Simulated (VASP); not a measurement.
Computed with TPSS meta-GGA, VASP's PBE PAW potentials (set 64) (plane waves; VASP).

Input for VASP

**KPOINTS**
```
Automatic mesh
0
Gamma
11 11 11
0 0 0
```

POSCAR:
```
BP
1
   -0.0000000000     2.2724021596     2.2724021596
    2.2724021596     0.0000000000     2.2724021596
    2.2724021596     2.2724021596    -0.0000000000
B P
1 1
Direct
  0.0000000000   0.0000000000   0.0000000000
  0.2500000000   0.2500000000   0.2500000000
```

INCAR:
```
# general
SYSTEM =BP
PREC   =Accurate
ENCUT  =520   # plane-wave cut-off (eV)
LREAL  =.False.
LASPH  =.True.

# electronic loop
EDIFF  =1E-7   # SCF stop (eV)
NELM   =100
ALGO   =Normal   # blocked Davidson
LMIXTAU=.True.

# smearing
ISMEAR =-5   # tetrahedra, Bloechl

# functional
METAGGA=TPSS

# ions
ISIF   =2

# output
LWAVE  =.False.
LCHARG =.False.
LORBIT =11   # lm-projected
NEDOS  =601   # DOS grid
```

**KPOINTS_OPT**
```
k-points along high-symmetry lines
10
Line-mode
Reciprocal
  0.000000   0.000000   0.000000 ! GAMMA
 -0.500000  -0.500000   0.000000 ! X

 -0.500000  -0.500000   0.000000 ! X
 -0.375000  -0.375000   0.250000 ! U

 -0.375000   0.000000   0.375000 ! K
  0.000000   0.000000   0.000000 ! GAMMA

  0.000000   0.000000   0.000000 ! GAMMA
 -0.000000  -0.000000   0.500000 ! L

 -0.000000  -0.000000   0.500000 ! L
 -0.500000  -0.250000   0.250000 ! W

 -0.500000  -0.250000   0.250000 ! W
 -0.500000  -0.500000   0.000000 ! X
```

POTCAR, in this order: B P (PBE.64 set). Program: vasp_std.

The resulting files:

**OUTCAR**
```
 ion  position               nearest neighbor table
   1  0.000  0.000  0.000-   2 1.97   2 1.97   2 1.97   2 1.97
   2  0.250  0.250  0.250-   1 1.97   1 1.97   1 1.97   1 1.97
  LATTYP: Found a face centered cubic cell.
 ALAT       =     4.5448043192
 Subroutine PRICEL returns:
 Original cell was already a primitive cell.
 Subroutine GETGRP returns: Found 24 space group operations
The static configuration has the point symmetry T_d .
The dynamic configuration has the point symmetry T_d .
 Subroutine INISYM returns: Found 24 space group operations
 Subroutine IBZKPT returns following result:
 Found     56 irreducible k-points:

 Following reciprocal coordinates:
            Coordinates               Weight
  0.000000  0.000000  0.000000      1.000000
  0.090909  0.000000  0.000000      8.000000
  0.181818  0.000000  0.000000      8.000000
  0.272727  0.000000  0.000000      8.000000
  0.363636  0.000000  0.000000      8.000000
  0.454545  0.000000  0.000000      8.000000
  0.090909  0.090909  0.000000      6.000000
  0.181818  0.090909  0.000000     24.000000
  0.272727  0.090909  0.000000     24.000000
  0.363636  0.090909  0.000000     24.000000
  0.454545  0.090909  0.000000     24.000000
 -0.454545  0.090909  0.000000     24.000000
 -0.363636  0.090909  0.000000     24.000000
 -0.272727  0.090909  0.000000     24.000000
 -0.181818  0.090909  0.000000     24.000000
 -0.090909  0.090909  0.000000     12.000000
  0.181818  0.181818  0.000000      6.000000
  0.272727  0.181818  0.000000     24.000000
  0.363636  0.181818  0.000000     24.000000
  0.454545  0.181818  0.000000     24.000000
 -0.454545  0.181818  0.000000     24.000000
 -0.363636  0.181818  0.000000     24.000000
 -0.272727  0.181818  0.000000     24.000000
 -0.181818  0.181818  0.000000     12.000000
...
```

**OSZICAR**
```
       N       E                     dE             d eps       ncg     rms          rms(c)
DAV:   1     0.706184728099E+02    0.70618E+02   -0.38174E+04   896   0.145E+05
DAV:   2    -0.103625701193E+02   -0.80981E+02   -0.80493E+02  1448   0.286E+02
DAV:   3    -0.170955078263E+02   -0.67329E+01   -0.65807E+01  1184   0.811E+01
DAV:   4    -0.811796669532E+02   -0.64084E+02   -0.63383E+02  1528   0.277E+01
DAV:   5    -0.194650517668E+02    0.61715E+02   -0.33970E+02  1264   0.622E+01    0.802E+00
DAV:   6    -0.187027240473E+02    0.76233E+00   -0.20587E+01  1104   0.497E+01    0.486E+00
DAV:   7    -0.184585917725E+02    0.24413E+00   -0.38731E-01  1360   0.592E+00    0.178E+00
DAV:   8    -0.187050908204E+02   -0.24650E+00   -0.82828E-01  1072   0.100E+01    0.983E-01
DAV:   9    -0.186712326409E+02    0.33858E-01   -0.59434E-01  1032   0.876E+00    0.470E-01
DAV:  10    -0.187713139912E+02   -0.10008E+00   -0.30466E-02   928   0.229E+00    0.246E-01
DAV:  11    -0.187606486947E+02    0.10665E-01   -0.22555E-02  1056   0.145E+00    0.139E-01
DAV:  12    -0.187851851998E+02   -0.24537E-01   -0.95782E-03   968   0.859E-01    0.456E-02
DAV:  13    -0.187855661284E+02   -0.38093E-03   -0.18995E-04  1216   0.144E-01    0.358E-02
DAV:  14    -0.187862143924E+02   -0.64826E-03   -0.57011E-04   976   0.290E-01    0.121E-02
DAV:  15    -0.187862089335E+02    0.54588E-05   -0.21244E-05  1264   0.530E-02    0.638E-03
DAV:  16    -0.187862273197E+02   -0.18386E-04   -0.86862E-06   912   0.280E-02    0.357E-03
DAV:  17    -0.187862278011E+02   -0.48139E-06   -0.92392E-07  1104   0.129E-02    0.864E-04
DAV:  18    -0.187862279793E+02   -0.17824E-06   -0.14384E-07   896   0.616E-03    0.449E-04
DAV:  19    -0.187862280262E+02   -0.46826E-07   -0.35349E-08   448   0.228E-03
   1 F= -.18786228E+02 E0= -.18786228E+02  d E =0.000000E+00
       N       E                     dE             ncg
       N       E                     dE             ncg
```

### OUTCAR
```
------------------------ aborting loop because EDIFF is reached ----------------------------------------
  FORCE on cell =-STRESS in cart. coord.  units (eV):
  Direction    XX          YY          ZZ          XY          YZ          ZX
  --------------------------------------------------------------------------------------
  Total        0.0009528      0.0009528      0.0009528      0.0000000     -0.0000000      0.0000000
  in kB        0.0650470      0.0650470      0.0650470      0.0000000     -0.0000000      0.0000000
  external PRESSURE =       0.0650470 kB  Pullay stress =       0.0000000 kB
  volume of cell :       23.47
      direct lattice vectors                 reciprocal lattice vectors
     0.000000000  2.272402160  2.272402160    -0.220031475  0.220031475  0.220031475
     2.272402160  0.000000000  2.272402160     0.220031475 -0.220031475  0.220031475
     2.272402160  2.272402160  0.000000000     0.220031475  0.220031475 -0.220031475
  FREE ENERGIE OF THE ION-ELECTRON SYSTEM (eV)
  ---------------------------------------------------
  free  energy   TOTEN  =       -18.7862280262 eV

  energy  without entropy=      -18.7862280262  energy(sigma->0) =      -18.78622803

 total charge

# of ion       s       p       d       tot
------------------------------------------
    1        0.677   1.266   0.000   1.943
    2        0.997   1.594   0.000   2.591
--------------------------------------------------
tot          1.674   2.860   0.000   4.535
```
(Selected blocks of OUTCAR.)

The compound is BP in the zinc blende structure. It was relaxed first.
